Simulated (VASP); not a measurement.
Consider the following.

```
CELL_PARAMETERS angstrom
      4.28548     2.13925     2.13925
      2.13925     4.28548     2.13925
      2.13925     2.13925     4.28548
ATOMIC_POSITIONS crystal
  Ni 0.00000 0.00000 0.00000
  Ni 0.50000 0.50000 0.50000
  O  0.25000 0.25000 0.25000
  O  0.75000 0.75000 0.75000
```
Starting moments (μB, in the order of the record's atoms Ni Ni O O): 1.4 -1.4 0.0 0.0.

These are vdW-DF2, VASP's PBE PAW potentials (set 64) (plane waves; VASP) values and carry that method's errors. Settings: 520 eV cut-off, 10×10×10 Γ-centred mesh, tetrahedra with Blöchl corrections, potentials Ni O.

The cores are frozen, which limits the accuracy of field gradients.

### Question
Give the principal components of the electric field gradient (V/Å²) and the asymmetry η at each nucleus.

### Answer

| atom | Vxx | Vyy | Vzz | η |
|---|---|---|---|---|
| Ni1 | -0.3 | -0.3 | 0.6 | 0.00 |
| Ni2 | -0.3 | -0.3 | 0.6 | 0.00 |
| O3 | 1.3 | 1.3 | -2.7 | 0.00 |
| O4 | 1.3 | 1.3 | -2.7 | 0.00 |

The compound is NiO in the rock salt, AFM-II order structure. It was relaxed first, which changed the volume by +8 %.
